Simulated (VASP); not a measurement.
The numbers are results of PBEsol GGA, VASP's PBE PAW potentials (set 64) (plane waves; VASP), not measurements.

VASP ran on this input.

POSCAR:
```
ScTa
1
    4.8331720000     0.0000000000     0.0000000000
    0.0000000000     3.1994140000     0.0000000000
    0.0000000000     0.0000000000     4.9345130000
Sc Ta
2 2
Direct
  0.7500000000   0.5000000000   0.3125000000
  0.2500000000   0.5000000000   0.6875000000
  0.7500000000   0.0000000000   0.8125000000
  0.2500000000   0.0000000000   0.1875000000
```

### KPOINTS
```
Automatic mesh
0
Gamma
4 5 4
0 0 0
```

**INCAR**
```
! general
SYSTEM  = ScTa
PREC    = Accurate
ENCUT   = 300
LREAL   = .FALSE.
LASPH   = .TRUE.

! electronic loop
EDIFF   = 1E-6
NELM    = 100
ALGO    = Normal
LMAXMIX = 6

! smearing
ISMEAR  = 0
SIGMA   = 0.1

! functional
GGA     = PS

! ions
ISIF    = 2

! output
LWAVE   = .FALSE.
LCHARG  = .FALSE.
```

POTCAR, in this order: Sc_sv Ta_pv (PBE.64 set). Program: vasp_std.

The resulting files:

**OUTCAR**
```
 ion  position               nearest neighbor table
   1  0.750  0.500  0.312-   3 2.94   3 2.94   3 2.94   3 2.94   4 2.96   4 2.96   4 2.96   4 2.96
                             2 3.04   2 3.04
   2  0.250  0.500  0.688-   4 2.94   4 2.94   4 2.94   4 2.94   3 2.96   3 2.96   3 2.96   3 2.96
                             1 3.04   1 3.04
   3  0.750  0.000  0.812-   1 2.94   1 2.94   1 2.94   1 2.94   2 2.96   2 2.96   2 2.96   2 2.96
                             4 3.04   4 3.04
   4  0.250  0.000  0.188-   2 2.94   2 2.94   2 2.94   2 2.94   1 2.96   1 2.96   1 2.96   1 2.96
                             3 3.04   3 3.04
  LATTYP: Found a simple orthorhombic cell.
 ALAT       =     3.1994140000
 B/A-ratio  =     1.5106428865
 C/A-ratio  =     1.5423177494
 Subroutine PRICEL returns:
 Original cell was already a primitive cell.
 Subroutine GETGRP returns: Found  8 space group operations
The static configuration has the point symmetry C_2h.
 The point group associated with its full space group is D_2h.
The dynamic configuration has the point symmetry C_2h.
 Subroutine INISYM returns: Found  8 space group operations
 Subroutine IBZKPT returns following result:
 Found     27 irreducible k-points:

 Following reciprocal coordinates:
            Coordinates               Weight
  0.000000  0.000000  0.000000      1.000000
  0.250000  0.000000  0.000000      2.000000
  0.500000  0.000000  0.000000      1.000000
  0.000000  0.200000  0.000000      2.000000
  0.250000  0.200000  0.000000      4.000000
  0.500000  0.200000  0.000000      2.000000
  0.000000  0.400000  0.000000      2.000000
  0.250000  0.400000  0.000000      4.000000
  0.500000  0.400000  0.000000      2.000000
  0.000000  0.000000  0.250000      2.000000
  0.250000  0.000000  0.250000      4.000000
  0.500000  0.000000  0.250000      2.000000
  0.000000  0.200000  0.250000      4.000000
  0.250000  0.200000  0.250000      8.000000
  0.500000  0.200000  0.250000      4.000000
  0.000000  0.400000  0.250000      4.000000
  0.250000  0.400000  0.250000      8.000000
  0.500000  0.400000  0.250000      4.000000
  0.000000  0.000000  0.500000      1.000000
  0.250000  0.000000  0.500000      2.000000
  0.500000  0.000000  0.500000      1.000000
  0.000000  0.200000  0.500000      2.000000
  0.250000  0.200000  0.500000      4.000000
  0.500000  0.200000  0.500000      2.000000
  0.000000  0.400000  0.500000      2.000000
  0.250000  0.400000  0.500000      4.000000
  0.500000  0.400000  0.500000      2.000000
   k-points           NKPTS =     27   k-points in BZ     NKDIM =     27   number of bands    NBANDS=     26
   number of dos      NEDOS =    301   number of ions     NIONS =      4
   total plane-waves  NPLWV =  14112
   dimension x,y,z NGX =    28 NGY =   18 NGZ =   28
   dimension x,y,z NGXF=    56 NGYF=   36 NGZF=   56
   ions per type =               2   2
   PREC   = accura    normal or accurate (medium, high low for compatibility)
   ISTART =      0    job   : 0-new  1-cont  2-samecut
   ICHARG =      2    charge: 1-file 2-atom 10-const
   ISPIN  =      1    spin polarized calculation?
   LNONCOLLINEAR =      F non collinear calculations
   LSORBIT =      F    spin-orbit coupling
   INIWAV =      1    electr: 0-lowe 1-rand  2-diag
   ENCUT  =  300.0 eV  22.05 Ry    4.70 a.u.   6.83  4.52  6.97*2*pi/ulx,y,z
   NELM   =    100;   NELMIN=  2; NELMDL= -5     # of ELM steps
   EDIFF  = 0.1E-05   stopping-criterion for ELM
   LREAL  =      F    real-space projection
   NLSPLINE    = F    spline interpolate recip. space projectors
   LMAXMIX     =    6 max onsite mixed and CHGCAR
   VOSKOWN=      0    Vosko Wilk Nusair interpolation
   EDIFFG = 0.1E-04   stopping-criterion for IOM
   NSW    =      0    number of steps for IOM
   NBLOCK =      1;   KBLOCK =      1    inner block; outer block
...
```

### OSZICAR
```
       N       E                     dE             d eps       ncg     rms          rms(c)
DAV:   1     0.501386992961E+03    0.50139E+03   -0.17796E+04  1428   0.123E+03
DAV:   2    -0.712038356967E+00   -0.50210E+03   -0.49889E+03  1668   0.632E+02
DAV:   3    -0.373040595816E+02   -0.36592E+02   -0.35410E+02  2350   0.154E+02
DAV:   4    -0.393795897627E+02   -0.20755E+01   -0.19657E+01  2304   0.275E+01
DAV:   5    -0.394566097752E+02   -0.77020E-01   -0.73916E-01  2238   0.415E+00    0.199E+01
DAV:   6    -0.375559472208E+02    0.19007E+01   -0.39831E+00  2034   0.211E+01    0.887E+00
DAV:   7    -0.371433409049E+02    0.41261E+00   -0.15036E+00  2048   0.885E+00    0.129E+00
DAV:   8    -0.371145271040E+02    0.28814E-01   -0.15936E-01  2232   0.296E+00    0.618E-01
DAV:   9    -0.371086900432E+02    0.58371E-02   -0.16433E-02  1978   0.138E+00    0.156E-01
DAV:  10    -0.371085166374E+02    0.17341E-03   -0.26498E-03  2392   0.421E-01    0.727E-02
DAV:  11    -0.371085260774E+02   -0.94401E-05   -0.86395E-04  2238   0.223E-01    0.386E-02
DAV:  12    -0.371084973934E+02    0.28684E-04   -0.25540E-04  2126   0.123E-01    0.556E-03
DAV:  13    -0.371084967831E+02    0.61027E-06   -0.58135E-06  1726   0.194E-02
   1 F= -.37108497E+02 E0= -.37100171E+02  d E =-.166520E-01
```

### OUTCAR
```
------------------------ aborting loop because EDIFF is reached ----------------------------------------
  FORCE on cell =-STRESS in cart. coord.  units (eV):
  Direction    XX          YY          ZZ          XY          YZ          ZX
  --------------------------------------------------------------------------------------
  Total       -0.1923826     -0.6250193      3.9616930      0.0000000      0.0000000      0.0000000
  in kB       -4.0395159    -13.1237223     83.1848826      0.0000000      0.0000000      0.0000000
  external PRESSURE =      22.0072148 kB  Pullay stress =       0.0000000 kB
  volume of cell :       76.30
      direct lattice vectors                 reciprocal lattice vectors
     4.833172000  0.000000000  0.000000000     0.206903458  0.000000000  0.000000000
     0.000000000  3.199414000  0.000000000     0.000000000  0.312557237  0.000000000
     0.000000000  0.000000000  4.934513000     0.000000000  0.000000000  0.202654244
 POSITION                                       TOTAL-FORCE (eV/Angst)
 -----------------------------------------------------------------------------------
      3.62488      1.59971      1.54204         0.000000      0.000000     -0.476484
      1.20829      1.59971      3.39248        -0.000000     -0.000000      0.476484
      3.62488      0.00000      4.00929         0.000000      0.000000      1.270626
      1.20829      0.00000      0.92522        -0.000000      0.000000     -1.270626
 -----------------------------------------------------------------------------------
    total drift:                                0.000000     -0.000000     -0.000000
  FREE ENERGIE OF THE ION-ELECTRON SYSTEM (eV)
  ---------------------------------------------------
  free  energy   TOTEN  =       -37.1084967831 eV

  energy  without entropy=      -37.0918448107  energy(sigma->0) =      -37.10017080
```
(Selected blocks of OUTCAR.)

At this cut-off the stress carries a Pulay error, which pulls relaxed volumes low.

The structure was generated: ScTa was put into an ordered model structure, which need not be its known phase. The cell was not relaxed at this level. The k-mesh is coarse (spacing up to 0.39 per Å, 2π included), so the numbers may not be converged in it. The run is one of a series of settings (GGA = PS against the base run), some of them coarse on purpose.
